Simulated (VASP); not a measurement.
A convergence study with VASP on Ag (fcc): a few settings are varied, all else stays as given below, so the limit is that of these other settings. The cell's lengths are 1 % over those of the tabulated start, so it is off equilibrium.

```xyz
1
Lattice="0.0000 2.0654 2.0654 2.0654 0.0000 2.0654 2.0654 2.0654 0.0000" Properties=species:S:1:pos:R:3 pbc="T T T"
Ag     0.0000     0.0000     0.0000
```

Calculation: PBEsol GGA, VASP's PBE PAW potentials (set 64) (plane waves; VASP 6.6.1). The last row used: 550 eV cut-off, 13×13×13 Γ-centred mesh, first-order Methfessel-Paxton smearing of 0.10 eV, potentials Ag.

| setting | E (eV/atom) | pressure (GPa) | electronic steps |
|---|---|---|---|
| ALGO = Normal, EDIFF = 1E-2 | -3.2916 | 0.21 | 7 |
| ALGO = Normal, EDIFF = 1E-3 | -3.2880 | -6.16 | 9 |
| ALGO = Normal, EDIFF = 1E-4 | -3.2880 | -6.20 | 9 |
| ALGO = Normal, EDIFF = 1E-5 | -3.2880 | -6.20 | 9 |
| ALGO = Normal, EDIFF = 1E-6 | -3.2880 | -6.16 | 11 |
| ALGO = Normal, EDIFF = 1E-7 | -3.2880 | -6.16 | 12 |
| ALGO = Normal, EDIFF = 1E-8 | -3.2880 | -6.16 | 13 |
| ALGO = Normal, EDIFF = 1E-9 | -3.2880 | -6.16 | 14 |
| ALGO = Fast, EDIFF = 1E-2 | -3.2916 | 1.27 | 7 |
| ALGO = Fast, EDIFF = 1E-3 | -3.2880 | -5.37 | 9 |
| ALGO = Fast, EDIFF = 1E-4 | -3.2880 | -5.44 | 9 |
| ALGO = Fast, EDIFF = 1E-5 | -3.2880 | -5.96 | 10 |
| ALGO = Fast, EDIFF = 1E-6 | -3.2880 | -6.07 | 11 |
| ALGO = Fast, EDIFF = 1E-7 | -3.2880 | -6.09 | 12 |
| ALGO = Fast, EDIFF = 1E-8 | -3.2880 | -6.16 | 14 |
| ALGO = Fast, EDIFF = 1E-9 | -3.2880 | -6.16 | 18 |
| ALGO = All, EDIFF = 1E-2 | -3.2878 | -6.12 | 9 |
| ALGO = All, EDIFF = 1E-3 | -3.2880 | -6.20 | 10 |
| ALGO = All, EDIFF = 1E-4 | -3.2880 | -6.14 | 11 |
| ALGO = All, EDIFF = 1E-5 | -3.2880 | -6.16 | 12 |
| ALGO = All, EDIFF = 1E-6 | -3.2880 | -6.16 | 12 |
| ALGO = All, EDIFF = 1E-7 | -3.2880 | -6.16 | 13 |
| ALGO = All, EDIFF = 1E-8 | -3.2880 | -6.16 | 15 |
| ALGO = All, EDIFF = 1E-9 | -3.2880 | -6.16 | 18 |

Left out are rungs that failed or repeat a setting and relaxations that didn't move; long series are thinned to 24 rows.

The compound is Ag in the fcc structure. The cell was not relaxed at this level.
